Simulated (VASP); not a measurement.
# A VASP study of Si2W (LDA): structure first, properties next, part 4 of 4

What structure and properties does LDA give Si2W, and how near are they to the measured ones? The start is a cell from a database of measured crystal structures.

VASP 6.6.1, plane waves and PAW; the level of theory is named at each step.

Still holding for the runs below: Spin-orbit coupling is off here; with elements this heavy it splits and shifts levels by tenths of an eV or more.

So far. Step 7 (Band structure (LDA + SOC)): There is no gap at this level. Step 7 (Band structure (LDA + SOC)): Of the bands kept, 4 cross the Fermi level on this path (spinor bands, one electron each). The relaxed cell has a = 3.187, c = 7.773 Å (conventional setting).

## 8. Optical spectrum (LDA)

This step: LDA; plane waves and PAW (Si, W) (VASP 6.6.1).

LOPTICS sums transitions from filled to empty bands. The mesh is finer than in the run before. NBANDS is raised for it.

File INCAR:

```
SYSTEM = Si2W
PREC = Accurate
ENCUT = 400
EDIFF = 1E-06
NELM = 100
ISMEAR = 0
SIGMA = 0.05
LREAL = .FALSE.
ALGO = Normal
GGA = CA
NBANDS = 31
LASPH = .TRUE.
LORBIT = 11
LWAVE = .FALSE.
LCHARG = .FALSE.
KPAR = 2
LOPTICS = .TRUE.
NEDOS = 1500
CSHIFT = 0.1
```

File POSCAR:

```
Si2W
1.0
   -1.5936247427      1.5936247427      3.8863588592
    1.5936247427     -1.5936247427      3.8863588592
    1.5936247427      1.5936247427     -3.8863588592
Si W
2 1
Direct
    0.3348864609      0.3348864609      0.0000000000
    0.6651135391      0.6651135391      0.0000000000
    0.0000000000      0.0000000000      0.0000000000
```

File KPOINTS:

```
Automatic mesh
0
Gamma
14 14 14
0 0 0
```

The projector-augmented-wave data sets are Si and W (LDA family, release 64).

On the command line:

```bash
$ mpirun -np 2 vasp_std
```

Output:

```text
[... set-up lines as in an earlier step ...]
 entering main loop
       N       E                     dE             d eps       ncg     rms          rms(c)
DAV:   1     0.175546304432E+02    0.17555E+02   -0.42290E+03 15136   0.314E+02
DAV:   2    -0.269904368921E+02   -0.44545E+02   -0.40981E+02 19303   0.898E+01
DAV:   3    -0.283180778712E+02   -0.13276E+01   -0.13131E+01 18789   0.124E+01
DAV:   4    -0.283215704640E+02   -0.34926E-02   -0.34923E-02 17916   0.777E-01
DAV:   5    -0.283215806554E+02   -0.10191E-04   -0.10189E-04 19157   0.428E-02    0.266E+01
DAV:   6    -0.276009720190E+02    0.72061E+00   -0.55524E-01 20805   0.358E+00    0.110E+01
DAV:   7    -0.274745682761E+02    0.12640E+00   -0.14246E-01 17333   0.136E+00    0.543E+00
DAV:   8    -0.274513896092E+02    0.23179E-01   -0.26636E-02 18527   0.647E-01    0.617E-01
DAV:   9    -0.274511562178E+02    0.23339E-03   -0.12058E-03 17875   0.156E-01    0.419E-01
DAV:  10    -0.274510744571E+02    0.81761E-04   -0.12540E-04 19019   0.392E-02    0.120E-01
DAV:  11    -0.274510447090E+02    0.29748E-04   -0.23425E-05 17907   0.169E-02    0.246E-02
DAV:  12    -0.274510446261E+02    0.82898E-07   -0.15709E-06 19063   0.503E-03
   1 F= -.27451045E+02 E0= -.27450892E+02  d E =-.304622E-03
 optical routines
 imaginary and real dielectric function
 recalculating local potential from charge density
 direction            1
 direction            2
 direction            3
```

Wall time 1.9 min (2 MPI ranks of AMD EPYC 7R43, shared host); peak memory 0.79 GiB; 3.7 min of CPU time.

From OUTCAR (step 8):

```text
   k-points           NKPTS =    244   k-points in BZ     NKDIM =    244   number of bands    NBANDS=     31

   NELECT =      14.0000    total number of electrons

 E-fermi :  10.8289

 k-point     1 :       0.0000    0.0000    0.0000
  band No.  band energies     occupation
    ...
      2       3.8524      2.00000
      3       7.1375      2.00000
      4       7.3548      2.00000
      5       7.9371      2.00000
      6       7.9371      2.00000
      7      11.4291      0.00000
      8      13.7504      0.00000
      9      13.8138      0.00000
     10      14.0329      0.00000
     11      14.0329      0.00000
    ...

  Total       -0.0170645     -0.0170645      0.0322512      0.0000000      0.0000000     -0.0000000
  in kB       -0.6925139     -0.6925139      1.3088264      0.0000000      0.0000000     -0.0000000
  external PRESSURE =      -0.0254004 kB  Pullay stress =       0.0000000 kB

 POSITION                                       TOTAL-FORCE (eV/Angst)
 -----------------------------------------------------------------------------------
      0.00000      0.00000      2.60298        -0.000000     -0.000000     -0.026809
      0.00000      0.00000      5.16974         0.000000      0.000000      0.026809
      0.00000      0.00000      0.00000         0.000000      0.000000      0.000000
 -----------------------------------------------------------------------------------
    total drift:                                0.000000      0.000000     -0.000000

  FREE ENERGIE OF THE ION-ELECTRON SYSTEM (eV)
  ---------------------------------------------------
  free  energy   TOTEN  =       -27.4510446261 eV

  energy  without entropy=      -27.4507400044  energy(sigma->0) =      -27.45089232

 plasma frequency squared (from intraband transitions) (eV^2)
  --------------------------------------------------------------------------------------
       2.324       0.000      -0.000
       0.000       2.324       0.000
      -0.000       0.000      20.092

[... 7 parts as in an earlier step ...]

[... 9 further parts left out ...]
```

These are independent-particle spectra without excitons or local fields, and fine structure depends on the mesh and on CSHIFT. The intraband (Drude) part is not in this spectrum.

This step gave:

* SCF cycles: 12
* bands: 31
* irreducible k-points: 244
* free energy (TOTEN): -27.45 eV
* energy at zero smearing: -27.45 eV
* Fermi energy: 10.83 eV
* pressure: -0.002540 GPa

The imaginary dielectric function by photon energy; read off at these points:

| photon energy (eV) | xx | zz |
| --- | --- | --- |
| 0.00 | 0 | 0 |
| 0.29 | 4.26 | 0.215 |
| 0.50 | 2.02 | 0.440 |
| 1.00 | 2.82 | 1.81 |
| 1.50 | 6.52 | 8.78 |
| 2.00 | 6.76 | 13.2 |
| 2.50 | 13.6 | 34.6 |
| 2.66 | 16.8 | 42.2 |
| 3.00 | 15.8 | 36.6 |
| 3.50 | 18.5 | 26.8 |
| 4.00 | 25.1 | 20.5 |
| 4.30 | 28.3 | 20.1 |
| 4.50 | 27.4 | 21.2 |
| 5.00 | 28.4 | 22.0 |
| 5.17 | 29.1 | 21.9 |
| 5.50 | 26.3 | 18.2 |
| 6.00 | 21.9 | 18.0 |
| 6.50 | 19.9 | 17.2 |
| 7.00 | 14.1 | 17.5 |
| 7.50 | 9.10 | 12.9 |
| 8.00 | 6.27 | 7.57 |
| 8.50 | 5.00 | 5.77 |
| 9.00 | 4.14 | 4.26 |
| 9.50 | 3.57 | 3.62 |
| 10.00 | 3.36 | 2.49 |
| 10.50 | 2.34 | 1.83 |
| 11.00 | 1.97 | 1.68 |
| 11.50 | 1.78 | 1.19 |
| 12.00 | 1.33 | 0.987 |
| 12.50 | 1.30 | 0.851 |
| 13.00 | 1.01 | 0.734 |
| 13.50 | 1.06 | 0.665 |
| 14.00 | 0.872 | 0.580 |
| 14.50 | 0.741 | 0.501 |
| 15.00 | 0.612 | 0.480 |
| 15.50 | 0.464 | 0.413 |
| 16.00 | 0.389 | 0.434 |
| 16.50 | 0.345 | 0.393 |
| 17.00 | 0.299 | 0.316 |
| 17.50 | 0.277 | 0.261 |
| 18.00 | 0.219 | 0.217 |
| 18.50 | 0.196 | 0.201 |
| 19.00 | 0.184 | 0.212 |
| 19.50 | 0.187 | 0.196 |
| 20.00 | 0.201 | 0.203 |
| 20.50 | 0.180 | 0.220 |
| 21.00 | 0.191 | 0.190 |
| 21.50 | 0.196 | 0.168 |
| 22.00 | 0.226 | 0.165 |
| 22.50 | 0.176 | 0.154 |
| 23.00 | 0.161 | 0.173 |
| 23.50 | 0.165 | 0.184 |
| 24.00 | 0.162 | 0.191 |
| 24.50 | 0.160 | 0.206 |

Real dielectric function against photon energy:

| photon energy (eV) | xx | zz |
| --- | --- | --- |
| 0 | 24.6 | 26.9 |
| 1 | 21.3 | 31.2 |
| 2 | 24.3 | 34.9 |
| 3 | 20.0 | 12.4 |
| 4 | 19.4 | 3.56 |
| 5 | 5.75 | 0.402 |
| 6 | -6.26 | -3.29 |
| 7 | -11.7 | -6.53 |
| 8 | -8.91 | -9.85 |
| 9 | -6.49 | -7.72 |
| 10 | -5.49 | -5.83 |
| 11 | -4.04 | -4.30 |
| 12 | -3.19 | -3.31 |
| 13 | -2.57 | -2.58 |
| 14 | -2.19 | -2.07 |
| 15 | -1.76 | -1.55 |
| 16 | -1.37 | -1.18 |
| 17 | -1.03 | -1.00 |
| 18 | -0.767 | -0.725 |
| 19 | -0.518 | -0.483 |
| 20 | -0.338 | -0.314 |
| 21 | -0.196 | -0.227 |
| 22 | -0.108 | -0.0908 |
| 23 | -0.00969 | 0.0403 |
| 24 | 0.0556 | 0.111 |

## 9. Outcome

| Quantity | Value |
| --- | --- |
| relaxed volume | 13.16 Å³/atom |
| relaxed conventional cell a, b, c | 3.187, 3.187, 7.773 Å |
| space group after relaxing, within 0.02 Å | I4/mmm (No. 139) |
| band gap | none, a metal |
| DOS at the Fermi level | 0.213 states/eV/cell |
| band gap (LDA + SOC) | none, a metal |

With LDA, Si2W relaxes to 13.16 Å³/atom in space group I4/mmm (held by the symmetry of the run) and comes out as a metal. Against the listed cell the volume lies -2.4 % (a -0.8 %, c -0.7 %). Band structure (LDA): Of the bands kept, 2 cross the Fermi level on this path. Band structure (LDA + SOC): Of the bands kept, 4 cross the Fermi level on this path (spinor bands, one electron each). No search among competing phases was made, and a listed structure need not be the one stable at ambient conditions. All values are for a static lattice at zero temperature.

Computed beside measured:

```
              quantity  measured             LDA
lattice constant a (Å)   3.21395  3.187 (-0.8 %)
lattice constant c (Å)   7.83128  7.773 (-0.7 %)
```

Measured values from arxiv:2202.05362 (2022).

How well it matches: The lattice constant a is off by -0.8 %: fair agreement. The lattice constant c is off by -0.7 %: good agreement. The grades are ours: good and fair within 0.7 and 1.5 % for the lattice constant a and 0.8 and 2 % for the lattice constant c. Zero-point motion and thermal expansion are not in the computed lattice constants.

[Lines on the potential files, build, host, timing and source positions are cut from VASP's logs without a mark.]

[Logs are printed without paths, hosts, clocks, repeated set-up lines and the standing remarks that a program may print on its own settings, such as how far it seeks lower states.]

[Hosts, paths, dates, database ids (printed as entryN), source tags and the programs' standing remarks are cut or masked in the printed files.]

[A measured line is paired with the nearest computed mode of its activity, which favours agreement.]
